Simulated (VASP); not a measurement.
Computed with LDA (Ceperley-Alder, Perdew-Zunger), VASP's LDA PAW potentials (set 64) (plane waves; VASP).

A VASP calculation is set up with these files.

INCAR:
```
! general
SYSTEM =AgCl
PREC   =Accurate
ENCUT  =520   ! plane-wave cut-off (eV)
LREAL  =.False.   ! projection in real space or not
LASPH  =.True.   ! aspherical one-centre terms
ICHARG =11   ! fixed density

! electronic loop
EDIFF  =1E-7   ! SCF stop (eV)
NELM   =100
ALGO   =Normal   ! blocked Davidson
LMAXMIX=4   ! l cut-off of mixed one-centre charges

! smearing
ISMEAR =0   ! Gaussian
SIGMA  =0.05

! output
LWAVE  =.False.
LCHARG =.False.
LORBIT =11   ! lm-projected
```

KPOINTS:
```
k-points along high-symmetry lines
15
Line-mode
Reciprocal
  0.000000   0.000000   0.000000 ! GAMMA
  0.500000   0.000000   0.500000 ! X

  0.500000   0.000000   0.500000 ! X
  0.625000   0.250000   0.625000 ! U

  0.375000   0.375000   0.750000 ! K
  0.000000   0.000000   0.000000 ! GAMMA

  0.000000   0.000000   0.000000 ! GAMMA
  0.500000   0.500000   0.500000 ! L

  0.500000   0.500000   0.500000 ! L
  0.500000   0.250000   0.750000 ! W

  0.500000   0.250000   0.750000 ! W
  0.500000   0.000000   0.500000 ! X
```

File POSCAR:
```
AgCl
1
    0.0000000000     2.6773618852     2.6773618852
    2.6773618852     0.0000000000     2.6773618852
    2.6773618852     2.6773618852     0.0000000000
Ag Cl
1 1
Direct
  0.0000000000   0.0000000000   0.0000000000
  0.5000000000   0.5000000000   0.5000000000
```

POTCAR, in this order: Ag Cl (LDA.64 set). Program: vasp_std. Read from the step before: CHGCAR.

What VASP printed:

### OSZICAR
```
       N       E                     dE             d eps       ncg     rms          rms(c)
DAV:   1     0.100224742046E+03    0.10022E+03   -0.91112E+03  2420   0.127E+03
DAV:   2    -0.316820867950E+01   -0.10339E+03   -0.96837E+02  2755   0.261E+02
DAV:   3    -0.691768665748E+01   -0.37495E+01   -0.37384E+01  2700   0.525E+01
DAV:   4    -0.694598208567E+01   -0.28295E-01   -0.28292E-01  2710   0.508E+00
DAV:   5    -0.694636374809E+01   -0.38166E-03   -0.38166E-03  2745   0.585E-01
DAV:   6    -0.694637065554E+01   -0.69075E-05   -0.69074E-05  2765   0.782E-02
DAV:   7    -0.694637079277E+01   -0.13723E-06   -0.13726E-06  2780   0.111E-02
DAV:   8    -0.694637079526E+01   -0.24916E-08   -0.24700E-08  1835   0.161E-03
   1 F= -.69463708E+01 E0= -.69463708E+01  d E =-.132065E-11
```

OUTCAR:
```
 val. band max:        5.0119698303   @ k =   0.5000   0.5000   0.5000

 cond. band min:       5.6668934654   @ k =   0.0000   0.0000   0.0000



 k-point     1 :       0.0000    0.0000    0.0000
  band No.  band energies     occupation
      1     -10.7966      2.00000
      2       2.0050      2.00000
      3       2.0050      2.00000
      4       2.0050      2.00000
      5       2.0518      2.00000
      6       2.0518      2.00000
      7       2.2572      2.00000
      8       2.2572      2.00000
      9       2.2572      2.00000
     10       5.6669      0.00000
     11      15.7220      0.00000
     12      15.7220      0.00000
     13      15.7220      0.00000

 k-point     2 :       0.0357    0.0000    0.0357
  band No.  band energies     occupation
      1     -10.7874      2.00000
      2       1.7225      2.00000
      3       1.9315      2.00000
      4       1.9315      2.00000
      5       1.9992      2.00000
      6       2.0549      2.00000
      7       2.3328      2.00000
      8       2.3328      2.00000
      9       2.5325      2.00000
     10       5.7736      0.00000
     11      15.5084      0.00000
     12      15.6560      0.00000
     13      15.6560      0.00000

 k-point     3 :       0.0714    0.0000    0.0714
  band No.  band energies     occupation
      1     -10.7600      2.00000
      2       1.2910      2.00000
      3       1.8042      2.00000
      4       1.8042      2.00000
      5       1.9822      2.00000
      6       2.0639      2.00000
      7       2.4654      2.00000
      8       2.4654      2.00000
      9       2.8134      2.00000
     10       6.0791      0.00000
     11      15.1132      0.00000
     12      15.4934      0.00000
     13      15.4934      0.00000

 k-point     4 :       0.1071    0.0000    0.1071
  band No.  band energies     occupation
      1     -10.7165      2.00000
      2       0.8686      2.00000
      3       1.6778      2.00000
      4       1.6778      2.00000
...
```

The density is held fixed in this step, so its total energy and stress have no physical meaning.

The compound is AgCl in the rock salt structure. It was relaxed first, which changed the volume by -10 %.
